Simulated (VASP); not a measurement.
Input:

```yaml
crystal:
  lattice:
    - [0.00000, 2.44449, 2.44449]
    - [2.44449, 0.00000, 2.44449]
    - [2.44449, 2.44449, 0.00000]
  atoms:
    - { symbol: Pb, position: [0.00000, 0.00000, 0.00000] }
```

Level of theory: LDA (Ceperley-Alder, Perdew-Zunger), VASP's LDA PAW potentials (set 64) (plane waves; VASP). Numerical set-up: 400 eV cut-off, 12×12×12 Γ-centred mesh, first-order Methfessel-Paxton smearing of 0.10 eV, potentials Pb_d.

Unless said otherwise, spin-orbit coupling is left out, though it shifts the bands of the heavy elements here.

Task: Predict the energy per atom (σ→0), band gap (on the k-mesh) with the smallest direct gap where there is one.

Result: 
```yaml
band gap (on the k-mesh): none (metal, semimetal or under 0.01 eV)
energy per atom (σ→0): -4.236 eV/atom
```

The compound is Pb in the fcc structure. It was relaxed first. The start is the result of an earlier pass.
